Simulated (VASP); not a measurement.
Given:

```xyz
2
Lattice="0.0000 2.0004 2.0004 2.0004 0.0000 2.0004 2.0004 2.0004 0.0000" Properties=species:S:1:pos:R:3 pbc="T T T"
Li     0.0000     0.0000     0.0000
H      2.0004     2.0004     2.0004
```

Level of theory: optB88-vdW, VASP's PBE PAW potentials (set 64) (plane waves; VASP). Numerical set-up: 520 eV cut-off, Gaussian smearing of 0.050 eV, potentials Li_sv H.

Q: Give the energies of bands 2 to 4 at the high-symmetry points, in eV from the valence-band maximum.

A: 
```csv
band,Γ,X,U,L,W
2,-5.29,0.00,-0.49,-2.54,-0.23
3,16.37,3.31,4.46,5.28,5.60
4,17.96,11.02,7.90,13.95,5.60
```

The gap is direct, 3.31 eV, from the valence maximum at X to the conduction minimum at X.

The compound is LiH in the rock salt structure. It was relaxed first, which changed the volume by -6 %.
